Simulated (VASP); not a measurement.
Method: revPBE GGA, VASP's PBE PAW potentials (set 64) (plane waves; VASP 6.6.1).

VASP input:

POSCAR:
```
ZrC
4.70
  0.0000000000   0.5000000000   0.5000000000
  0.5000000000   0.0000000000   0.5000000000
  0.5000000000   0.5000000000   0.0000000000
Zr C
1 1
Direct
  0.0000000000   0.0000000000   0.0000000000
  0.5000000000   0.5000000000   0.5000000000
```

INCAR:
```
! general
SYSTEM  = ZrC
PREC    = Accurate
ENCUT   = 520   ! plane-wave cut-off (eV)
LREAL   = .FALSE.   ! projection in real space or not
LASPH   = .TRUE.

! electronic loop
EDIFF   = 1E-6
NELM    = 100   ! most electronic steps
ALGO    = Normal
LMAXMIX = 4

! smearing
ISMEAR  = 1   ! Methfessel-Paxton
SIGMA   = 0.1   ! width (eV)

! functional
GGA     = RE   ! revPBE

! ions
ISIF    = 2

! output
LWAVE   = .FALSE.
LCHARG  = .FALSE.
```

File KPOINTS:
```
Regular mesh
0
gamma
 12 12 12
```

POTCAR, in this order: Zr_sv C (PBE.64 set). Program: vasp_std.

What VASP printed:

File OUTCAR:
```
 ion  position               nearest neighbor table
   1  0.000  0.000  0.000-   2 2.35   2 2.35   2 2.35   2 2.35   2 2.35   2 2.35
   2  0.500  0.500  0.500-   1 2.35   1 2.35   1 2.35   1 2.35   1 2.35   1 2.35
  LATTYP: Found a face centered cubic cell.
 ALAT       =     4.7000000000
 Subroutine PRICEL returns:
 Original cell was already a primitive cell.
 Subroutine GETGRP returns: Found 48 space group operations
The static configuration has the point symmetry O_h .
The dynamic configuration has the point symmetry O_h .
 Subroutine INISYM returns: Found 48 space group operations
 Subroutine IBZKPT returns following result:
 Found     72 irreducible k-points:

 Following reciprocal coordinates:
            Coordinates               Weight
  0.000000  0.000000  0.000000      1.000000
  0.083333  0.000000  0.000000      8.000000
  0.166667  0.000000  0.000000      8.000000
  0.250000  0.000000  0.000000      8.000000
  0.333333  0.000000  0.000000      8.000000
  0.416667  0.000000  0.000000      8.000000
  0.500000  0.000000  0.000000      4.000000
  0.083333  0.083333  0.000000      6.000000
  0.166667  0.083333  0.000000     24.000000
  0.250000  0.083333  0.000000     24.000000
  0.333333  0.083333  0.000000     24.000000
  0.416667  0.083333  0.000000     24.000000
  0.500000  0.083333  0.000000     24.000000
 -0.416667  0.083333  0.000000     24.000000
 -0.333333  0.083333  0.000000     24.000000
 -0.250000  0.083333  0.000000     24.000000
 -0.166667  0.083333  0.000000     24.000000
 -0.083333  0.083333  0.000000     12.000000
  0.166667  0.166667  0.000000      6.000000
  0.250000  0.166667  0.000000     24.000000
  0.333333  0.166667  0.000000     24.000000
  0.416667  0.166667  0.000000     24.000000
  0.500000  0.166667  0.000000     24.000000
 -0.416667  0.166667  0.000000     24.000000
...
```

**OSZICAR**
```
       N       E                     dE             d eps       ncg     rms          rms(c)
DAV:   1     0.112534414688E+03    0.11253E+03   -0.90282E+03  1728   0.135E+03
DAV:   2    -0.161054741139E+02   -0.12864E+03   -0.12121E+03  2024   0.335E+02
DAV:   3    -0.218843774691E+02   -0.57789E+01   -0.56443E+01  2540   0.642E+01
DAV:   4    -0.220910269703E+02   -0.20665E+00   -0.20653E+00  2232   0.115E+01
DAV:   5    -0.220966040377E+02   -0.55771E-02   -0.55768E-02  2488   0.158E+00    0.210E+01
DAV:   6    -0.188279612349E+02    0.32686E+01   -0.15913E+01  1944   0.280E+01    0.794E+00
DAV:   7    -0.187180314270E+02    0.10993E+00   -0.70969E-01  2028   0.683E+00    0.574E+00
DAV:   8    -0.187145714085E+02    0.34600E-02   -0.12698E-01  1864   0.351E+00    0.132E+00
DAV:   9    -0.187111112436E+02    0.34602E-02   -0.27117E-02  2204   0.112E+00    0.440E-01
DAV:  10    -0.187115634582E+02   -0.45221E-03   -0.19311E-03  1944   0.573E-01    0.333E-01
DAV:  11    -0.187114085616E+02    0.15490E-03   -0.59001E-04  1952   0.202E-01    0.171E-02
DAV:  12    -0.187114072235E+02    0.13382E-05   -0.11839E-05  2552   0.395E-02    0.116E-02
DAV:  13    -0.187114069376E+02    0.28585E-06   -0.28707E-07  1108   0.626E-03
   1 F= -.18711407E+02 E0= -.18711302E+02  d E =-.316144E-03
```

### OUTCAR
```
------------------------ aborting loop because EDIFF is reached ----------------------------------------
  FORCE on cell =-STRESS in cart. coord.  units (eV):
  Direction    XX          YY          ZZ          XY          YZ          ZX
  --------------------------------------------------------------------------------------
  Total        0.6423641      0.6423641      0.6423641      0.0000000     -0.0000000     -0.0000000
  in kB       39.6513741     39.6513741     39.6513741      0.0000000     -0.0000000     -0.0000000
  external PRESSURE =      39.6513741 kB  Pullay stress =       0.0000000 kB
  volume of cell :       25.96
      direct lattice vectors                 reciprocal lattice vectors
     0.000000000  2.350000000  2.350000000    -0.212765957  0.212765957  0.212765957
     2.350000000  0.000000000  2.350000000     0.212765957 -0.212765957  0.212765957
     2.350000000  2.350000000  0.000000000     0.212765957  0.212765957 -0.212765957
 POSITION                                       TOTAL-FORCE (eV/Angst)
 -----------------------------------------------------------------------------------
      0.00000      0.00000      0.00000        -0.000000      0.000000     -0.000000
      2.35000      2.35000      2.35000         0.000000     -0.000000      0.000000
 -----------------------------------------------------------------------------------
    total drift:                                0.000000      0.000000      0.000000
  FREE ENERGIE OF THE ION-ELECTRON SYSTEM (eV)
  ---------------------------------------------------
  free  energy   TOTEN  =       -18.7114069376 eV

  energy  without entropy=      -18.7110907937  energy(sigma->0) =      -18.71130156
```
(Selected blocks of OUTCAR.)

The compound is ZrC in the rock salt structure. The cell was not relaxed at this level. The run is one of a series of settings (GGA = RE against the base run), some of them coarse on purpose.
